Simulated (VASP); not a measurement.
All values below come from PBEsol GGA, VASP's PBE PAW potentials (set 64) (plane waves; VASP).

VASP input:

### KPOINTS
```
k-points along high-symmetry lines
15
Line-mode
Reciprocal
  0.000000   0.000000   0.000000 ! GAMMA
  0.500000   0.000000   0.500000 ! X

  0.500000   0.000000   0.500000 ! X
  0.625000   0.250000   0.625000 ! U

  0.375000   0.375000   0.750000 ! K
  0.000000   0.000000   0.000000 ! GAMMA

  0.000000   0.000000   0.000000 ! GAMMA
  0.500000   0.500000   0.500000 ! L

  0.500000   0.500000   0.500000 ! L
  0.500000   0.250000   0.750000 ! W

  0.500000   0.250000   0.750000 ! W
  0.500000   0.000000   0.500000 ! X
```

### POSCAR
```
YSi
2.8714220
  0.0000000000   1.0000000755   1.0000000755
  1.0000000755   0.0000000000   1.0000000755
  1.0000000755   1.0000000755   0.0000000000
Si Y
1 1
Cartesian
  2.0000001510   1.0000000755   1.0000000755
  1.0000000755   1.0000000755   1.0000000755
```

INCAR:
```
! general
SYSTEM =YSi
PREC   =Accurate
ENCUT  =400
LREAL  =.FALSE.   ! projection in real space or not
LASPH  =.TRUE.   ! aspherical one-centre terms
ICHARG =11

! electronic loop
EDIFF  =1E-7   ! SCF stop (eV)
NELM   =100   ! most electronic steps
ALGO   =Normal   ! blocked Davidson
LMAXMIX=4

! smearing
ISMEAR =0
SIGMA  =0.05   ! width (eV)

! functional
GGA    =PS   ! PBEsol

! output
LWAVE  =.FALSE.
LCHARG =.FALSE.
LORBIT =11   ! lm-projected
```

POTCAR, in this order: Si Y_sv (PBE.64 set). Program: vasp_std. Read from the step before: CHGCAR.

Output

OUTCAR:
```
 ion  position               nearest neighbor table
   1  0.000  0.000  0.000-   2 2.87   2 2.87   2 2.87   2 2.87   2 2.87   2 2.87
   2  0.500  0.500  0.500-   1 2.87   1 2.87   1 2.87   1 2.87   1 2.87   1 2.87
  LATTYP: Found a face centered cubic cell.
 ALAT       =     5.7428444336
 Subroutine PRICEL returns:
 Original cell was already a primitive cell.
 Subroutine GETGRP returns: Found 48 space group operations
The static configuration has the point symmetry O_h .
The dynamic configuration has the point symmetry O_h .
 Subroutine INISYM returns: Found 48 space group operations
   k-points           NKPTS =     90   k-points in BZ     NKDIM =     90   number of bands    NBANDS=     11
   number of dos      NEDOS =    301   number of ions     NIONS =      2
   total plane-waves  NPLWV =  21952
   dimension x,y,z NGX =    28 NGY =   28 NGZ =   28
   dimension x,y,z NGXF=    56 NGYF=   56 NGZF=   56
   ions per type =               1   1
   PREC   = accura    normal or accurate (medium, high low for compatibility)
   ISTART =      0    job   : 0-new  1-cont  2-samecut
   ICHARG =     11    charge: 1-file 2-atom 10-const
   ISPIN  =      1    spin polarized calculation?
   LNONCOLLINEAR =      F non collinear calculations
   LSORBIT =      F    spin-orbit coupling
   INIWAV =      1    electr: 0-lowe 1-rand  2-diag
   ENCUT  =  400.0 eV  29.40 Ry    5.42 a.u.   6.62  6.62  6.62*2*pi/ulx,y,z
   NELM   =    100;   NELMIN=  2; NELMDL= -5     # of ELM steps
   EDIFF  = 0.1E-06   stopping-criterion for ELM
   LREAL  =      F    real-space projection
   NLSPLINE    = F    spline interpolate recip. space projectors
   LMAXMIX     =    4 max onsite mixed and CHGCAR
   VOSKOWN=      0    Vosko Wilk Nusair interpolation
   EDIFFG = 0.1E-05   stopping-criterion for IOM
   NSW    =      0    number of steps for IOM
   NBLOCK =      1;   KBLOCK =      1    inner block; outer block
   IBRION =     -1    ionic relax: 0-MD 1-quasi-New 2-CG
   NFREE  =      0    steps in history (QN), initial steepest desc. (CG)
   ISIF   =      2    stress and relaxation
   ISYM   =      2    0-nonsym 1-usesym 2-fastsym
   TEIN   =    0.0    initial temperature
   TEBEG  =    0.0;   TEEND  =   0.0 temperature during run
   SMASS  =  -3.00    Nose mass-parameter (am)
   PSTRESS=    0.0 pullay stress
   NELECT =      15.0000    total number of electrons
   EFERMI =   0.00;   METHOD = LEGACY
   ISMEAR =     0;   SIGMA  =   0.05  broadening in eV -4-tet -1-fermi 0-gaus
   IALGO  =     38    algorithm
   LDIAG  =      T    sub-space diagonalisation (order eigenvalues)
   IMIX   =      4    mixing-type and parameters
     AMIX     =   0.40;   BMIX     =  1.00
     AMIX_MAG =   1.60;   BMIX_MAG =  1.00
     AMIN     =   0.10
   GGA     = PS    functional components
   VOSKOWN =     0    Vosko Wilk Nusair interpolation
   LHFCALC =     F    Hartree Fock is set to
   LHFONE  =     F    Hartree Fock one center treatment
   AEXX    =    0.0000 exact exchange contribution
   IVDW    =     0    specifies the selected vdW correction
   LEPSILON=     F    determine dielectric tensor
   LRPA    =     F    only Hartree local field effects (RPA)
  energy-cutoff  :      400.00
  volume of cell :       47.35
      direct lattice vectors                 reciprocal lattice vectors
     0.000000000  2.871422217  2.871422217    -0.174129739  0.174129739  0.174129739
     2.871422217  0.000000000  2.871422217     0.174129739 -0.174129739  0.174129739
     2.871422217  2.871422217  0.000000000     0.174129739  0.174129739 -0.174129739
 k-point     1 :   0.0000 0.0000 0.0000  plane waves:     869
 k-point     2 :   0.0357 0.0000 0.0357  plane waves:     881
 k-point     3 :   0.0714 0.0000 0.0714  plane waves:     881
 k-point     4 :   0.1071 0.0000 0.1071  plane waves:     889
 k-point     5 :   0.1429 0.0000 0.1429  plane waves:     877
 k-point     6 :   0.1786 0.0000 0.1786  plane waves:     869
 k-point     7 :   0.2143 0.0000 0.2143  plane waves:     869
 k-point     8 :   0.2500 0.0000 0.2500  plane waves:     849
 k-point     9 :   0.2857 0.0000 0.2857  plane waves:     853
 k-point    10 :   0.3214 0.0000 0.3214  plane waves:     862
...
```

OSZICAR:
```
       N       E                     dE             d eps       ncg     rms          rms(c)
DAV:   1     0.333308057078E+02    0.33331E+02   -0.63526E+03  1988   0.961E+02
DAV:   2    -0.966163109581E+01   -0.42992E+02   -0.40966E+02  2531   0.193E+02
DAV:   3    -0.121218071878E+02   -0.24602E+01   -0.24119E+01  3011   0.346E+01
DAV:   4    -0.122606881899E+02   -0.13888E+00   -0.13855E+00  2869   0.630E+00
DAV:   5    -0.122641869085E+02   -0.34987E-02   -0.34972E-02  2639   0.911E-01
DAV:   6    -0.122642556778E+02   -0.68769E-04   -0.68763E-04  2807   0.117E-01
DAV:   7    -0.122642565247E+02   -0.84694E-06   -0.84686E-06  2687   0.133E-02
DAV:   8    -0.122642565456E+02   -0.20826E-07   -0.20900E-07  2063   0.164E-03
   1 F= -.12264257E+02 E0= -.12261195E+02  d E =-.612297E-02
```

OUTCAR:
```
 val. band max:        4.7003694138   @ k =   0.3929   0.0000   0.3929

 cond. band min:       4.7054565639   @ k =   0.1071   0.1071   0.1071



 k-point     1 :       0.0000    0.0000    0.0000
  band No.  band energies     occupation
      1     -37.5577      2.00000
      2     -17.5457      2.00000
      3     -17.5457      2.00000
      4     -17.5457      2.00000
      5      -4.2859      2.00000
      6       5.6620      0.00000
      7       5.6620      0.00000
      8       5.6620      0.00000
      9       6.2654      0.00000
     10       6.2655      0.00000
     11       6.2682      0.00000

 k-point     2 :       0.0357    0.0000    0.0357
  band No.  band energies     occupation
      1     -37.5574      2.00000
      2     -17.5486      2.00000
      3     -17.5467      2.00000
      4     -17.5467      2.00000
      5      -4.2606      2.00000
      6       5.5433      0.00000
      7       5.5433      0.00000
      8       5.6239      0.00000
      9       5.6635      0.00000
     10       6.4061      0.00000
     11       6.4232      0.00000

 k-point     3 :       0.0714    0.0000    0.0714
  band No.  band energies     occupation
      1     -37.5567      2.00000
      2     -17.5570      2.00000
      3     -17.5496      2.00000
      4     -17.5496      2.00000
      5      -4.1861      2.00000
      6       5.0041      0.00000
      7       5.3357      0.00000
      8       5.3357      0.00000
      9       5.5155      0.00000
     10       6.4343      0.00000
     11       6.7465      0.00000

 k-point     4 :       0.1071    0.0000    0.1071
  band No.  band energies     occupation
      1     -37.5555      2.00000
      2     -17.5703      2.00000
      3     -17.5542      2.00000
      4     -17.5542      2.00000
      5      -4.0662      2.00000
      6       4.3703      2.00000
      7       5.1391      0.00000
      8       5.1391      0.00000
      9       5.3522      0.00000
     10       6.4906      0.00000
...
```

The density is held fixed in this step, so its total energy and stress have no physical meaning.

The structure was generated: YSi was put into the rocksalt type (Fm-3m), which need not be its known phase. It was relaxed first, which changed the volume by -15 %. The electron count is odd and the run is not spin-polarised, which forces a metal.
